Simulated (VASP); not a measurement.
Here is the system:

```
CELL_PARAMETERS angstrom
     -1.85334     1.85334     6.27451
      1.85334    -1.85334     6.27451
      1.85334     1.85334    -6.27451
ATOMIC_POSITIONS crystal
  Nb 0.75000 0.75000 0.00000
  Nb 0.50000 0.00000 0.50000
  Te 0.16600 0.16600 0.00000
  Te 0.91600 0.41600 0.50000
```

Level of theory: PBE GGA, VASP's PBE PAW potentials (set 64) (plane waves; VASP 6.6.1). Numerical set-up: 400 eV cut-off, KSPACING 0.4 per Å, Gaussian smearing of 0.050 eV, potentials Nb_sv Te.

### Question
Give the force on each atom (eV/Å).

### Answer

| atom | Fx | Fy | Fz |
|---|---|---|---|
| Nb1 | 0.000 | 0.000 | -0.345 |
| Nb2 | 0.000 | 0.000 | -0.345 |
| Te3 | 0.000 | 0.000 | 0.345 |
| Te4 | 0.000 | 0.000 | 0.345 |

### Question
Give the stress tensor in GPa (positive for a compressed cell).

### Answer

```
0.46  0.00  0.00
0.00  0.46  0.00
0.00  0.00  2.52
```
The pressure is its mean diagonal, 1.15 GPa.

The structure was generated: NbTe was put into the NbAs type (I4_1md), which need not be its known phase. The cell was not relaxed at this level. The run is one of a series of settings (KGAMMA = .TRUE., KSPACING = 0.4, KPOINTS file removed against the base run), some of them coarse on purpose.
